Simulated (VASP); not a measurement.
All values below come from r2SCAN meta-GGA, VASP's PBE PAW potentials (set 64) (plane waves; VASP).

Input for VASP

### INCAR
```
ISPIN=2   ! spin-polarised
ALGO=Normal
NSW=30
LCHARG=.FALSE.
ISMEAR=1   ! Methfessel-Paxton
IBRION=2   ! conjugate gradients
PREC=Accurate
EDIFFG=-0.01   ! ionic stop
LREAL=.FALSE.   ! projection in real space or not
MAGMOM=3.3 0.3
ISIF=4   ! ions and shape, fixed volume
LMAXMIX=6
LORBIT=10
METAGGA=R2SCAN
EDIFF=1E-7   ! SCF stop (eV)
LMIXTAU=.TRUE.
SYSTEM=FePt
LWAVE=.FALSE.
SIGMA=0.1   ! width (eV)
NELM=100   ! most electronic steps
ENCUT=520   ! plane-wave cut-off (eV)
LASPH=.TRUE.   ! aspherical one-centre terms
```

File POSCAR:
```
FePt
1
    2.6772033348     0.0000000000     0.0000000000
    0.0000000000     2.6772033348     0.0000000000
    0.0000000000     0.0000000000     3.6513201166
Fe Pt
1 1
Direct
  0.0000000000   0.0000000000   0.0000000000
  0.5000000000   0.5000000000   0.5000000000
```

### KPOINTS
```
Automatic mesh
0
Gamma
13 13 10
0 0 0
```

POTCAR, in this order: Fe Pt (PBE.64 set). Program: vasp_std.

The run wrote:

File OUTCAR:
```
 ion  position               nearest neighbor table
   1  0.000  0.000  0.000-   2 2.63   2 2.63   2 2.63   2 2.63   2 2.63   2 2.63   2 2.63   2 2.63
  LATTYP: Found a simple tetragonal cell.
 ALAT       =     2.6772033348
 C/A-ratio  =     1.3638561065
 Subroutine PRICEL returns:
 Original cell was already a primitive cell.
 Subroutine GETGRP returns: Found 16 space group operations
The static configuration has the point symmetry D_4h.
The dynamic configuration has the point symmetry D_4h.
The overall configuration has the point symmetry D_4h.
 Subroutine INISYM returns: Found 16 space group operations
 Subroutine IBZKPT returns following result:
 Found    168 irreducible k-points:

 Following reciprocal coordinates:
            Coordinates               Weight
  0.000000  0.000000  0.000000      1.000000
  0.076923  0.000000  0.000000      4.000000
  0.153846  0.000000  0.000000      4.000000
  0.230769  0.000000  0.000000      4.000000
  0.307692  0.000000  0.000000      4.000000
  0.384615  0.000000  0.000000      4.000000
  0.461538  0.000000  0.000000      4.000000
  0.076923  0.076923  0.000000      4.000000
...
```

OSZICAR:
```
       N       E                     dE             d eps       ncg     rms          rms(c)
DAV:   1     0.429973832965E+02    0.42997E+02   -0.91932E+03 10544   0.140E+03
DAV:   2    -0.676075720810E+02   -0.11060E+03   -0.98873E+02 10276   0.268E+02
DAV:   3    -0.711355351315E+02   -0.35280E+01   -0.34321E+01 12705   0.585E+01
DAV:   4    -0.711725611802E+02   -0.37026E-01   -0.37012E-01 11654   0.503E+00
DAV:   5    -0.711736059453E+02   -0.10448E-02   -0.10447E-02 13515   0.946E-01    0.199E+01
DAV:   6    -0.684124347633E+02    0.27612E+01   -0.20573E+01 11491   0.101E+02    0.238E+01
DAV:   7    -0.665439558251E+02    0.18685E+01   -0.78291E+00 12594   0.813E+01    0.941E+00
DAV:   8    -0.664390064814E+02    0.10495E+00   -0.49652E-01 13106   0.112E+01    0.389E+00
DAV:   9    -0.664699098052E+02   -0.30903E-01   -0.13422E-01 11667   0.642E+00    0.249E+00
DAV:  10    -0.664673889408E+02    0.25209E-02   -0.64006E-02 13772   0.633E+00    0.908E-01
DAV:  11    -0.664655330405E+02    0.18559E-02   -0.88701E-03 13582   0.239E+00    0.282E-01
DAV:  12    -0.664656382124E+02   -0.10517E-03   -0.62702E-04 12502   0.317E-01    0.105E-01
DAV:  13    -0.664657686737E+02   -0.13046E-03   -0.71486E-05 11269   0.106E-01    0.656E-02
DAV:  14    -0.664657624632E+02    0.62105E-05   -0.36258E-05 13238   0.151E-01    0.127E-02
DAV:  15    -0.664657639024E+02   -0.14392E-05   -0.51282E-06 14082   0.325E-02    0.624E-03
DAV:  16    -0.664657639046E+02   -0.22317E-08   -0.39426E-07 11431   0.784E-03
   1 F= -.66465764E+02 E0= -.66465437E+02  d E =-.664658E+02  mag=     3.4798
       N       E                     dE             d eps       ncg     rms          rms(c)
DAV:   1    -0.664658150348E+02   -0.51132E-04   -0.28756E-03 11333   0.449E-01    0.438E-02
DAV:   2    -0.664657897886E+02    0.25246E-04   -0.10295E-04 13573   0.251E-01    0.452E-02
DAV:   3    -0.664657839915E+02    0.57972E-05   -0.42952E-05 12751   0.196E-01    0.252E-02
DAV:   4    -0.664657826117E+02    0.13798E-05   -0.88087E-06 13962   0.376E-02    0.104E-02
DAV:   5    -0.664657825974E+02    0.14296E-07   -0.11476E-06 14283   0.216E-02    0.422E-03
DAV:   6    -0.664657824692E+02    0.12816E-06   -0.13163E-07  7280   0.448E-03    0.238E-03
DAV:   7    -0.664657825473E+02   -0.78126E-07   -0.95457E-08  7162   0.586E-03
   2 F= -.66465783E+02 E0= -.66465450E+02  d E =-.186428E-04  mag=     3.4776
```

File OUTCAR:
```
------------------------ aborting loop because EDIFF is reached ----------------------------------------
  FORCE on cell =-STRESS in cart. coord.  units (eV):
  Direction    XX          YY          ZZ          XY          YZ          ZX
  --------------------------------------------------------------------------------------
  Total        2.5559171      2.5559171      2.5709663      0.0000000      0.0000000      0.0000000
  in kB      156.4749134    156.4749134    157.3962368      0.0000000      0.0000000      0.0000000
  external PRESSURE =     156.7820212 kB  Pullay stress =       0.0000000 kB
  volume of cell :       26.17
      direct lattice vectors                 reciprocal lattice vectors
     2.676359399  0.000000000 -0.000000000     0.373641896 -0.000000000  0.000000000
     0.000000000  2.676359399  0.000000000    -0.000000000  0.373641896 -0.000000000
    -0.000000000  0.000000000  3.653623219     0.000000000 -0.000000000  0.273700910
 POSITION                                       TOTAL-FORCE (eV/Angst)
 -----------------------------------------------------------------------------------
      0.00000      0.00000      0.00000         0.000000     -0.000000      0.000000
      1.33818      1.33818      1.82681        -0.000000      0.000000      0.000000
 -----------------------------------------------------------------------------------
    total drift:                               -0.000000      0.000000      0.000000
  FREE ENERGIE OF THE ION-ELECTRON SYSTEM (eV)
  ---------------------------------------------------
  free  energy   TOTEN  =       -66.4657825473 eV

  energy  without entropy=      -66.4647841699  energy(sigma->0) =      -66.46544975

 total charge

# of ion       s       p       d       tot
------------------------------------------
    1        0.438   0.523   6.106   7.068
    2        0.749   0.741   8.111   9.601
--------------------------------------------------
tot          1.187   1.264  14.217  16.669

 magnetization (x)

# of ion       s       p       d       tot
------------------------------------------
    1        0.015  -0.017   3.164   3.163
    2       -0.026  -0.095   0.447   0.327
--------------------------------------------------
tot         -0.010  -0.111   3.611   3.489

 reached required accuracy - stopping structural energy minimisation
```
(Selected blocks of OUTCAR.)

**CONTCAR**
```
FePt
   1.00000000000000
     2.6763593992472532    0.0000000000000000   -0.0000000000000000
     0.0000000000000000    2.6763593992472532    0.0000000000000000
    -0.0000000000000000    0.0000000000000000    3.6536232188683986
  Fe              Pt
     1     1
Direct
     0.0000000000000000    0.0000000000000000    0.0000000000000000
     0.5000000000000000    0.5000000000000000    0.5000000000000000
```

The compound is FePt in the L1_0 structure. This cell is one point of a volume scan, at 0.94 of the reference volume. Symmetry was kept, so distortions that lower it aren't found.
